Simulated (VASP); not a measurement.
```xyz
5
Lattice="2.2758 -3.9418 0.0000 2.2758 3.9418 0.0000 0.0000 0.0000 7.2010" Properties=species:S:1:pos:R:3 pbc="T T T"
Mg     0.0000     0.0000     7.2010
Mg     2.2758     1.3139     4.5540
Mg     2.2758    -1.3139     2.6470
Sb     2.2758     1.3139     1.6227
Sb     2.2758    -1.3139     5.5783
```

The numbers are results of PBE GGA with D3 dispersion (zero damping), VASP's PBE PAW potentials (set 64) (plane waves; VASP), not measurements. Run with 520 eV cut-off, Gaussian smearing of 0.050 eV, potentials Mg Sb.

Unless said otherwise, spin-orbit coupling is left out, though it shifts the bands of the heavy elements here.

Q: Give the energies of bands 3 to 11 at the high-symmetry points, in eV from the valence-band maximum.

A: 
```
band      Γ      M      K      A      L      H
----  -----  -----  -----  -----  -----  -----
3     -5.01  -4.75  -4.43  -3.11  -5.01  -4.38
4     -1.13  -3.83  -3.66  -3.07  -4.66  -4.38
5     -1.13  -3.32  -3.66  -0.80  -1.91  -4.08
6     -0.41  -2.36  -2.62  -0.80  -1.71  -3.40
7     -0.41  -2.26  -2.62  -0.76  -1.67  -1.01
8      0.00  -0.92  -2.58  -0.76  -1.57  -1.01
9      1.16   0.35   0.21   1.77   0.46   1.76
10     1.23   1.96   4.17   1.89   1.28   1.76
11     3.03   2.13   4.25   2.68   1.72   2.50
```

The gap is indirect, 0.22 eV, from the valence maximum at Γ to the conduction minimum at K.

The compound is Mg3Sb2 in the a-la2o3 structure. It was relaxed first.
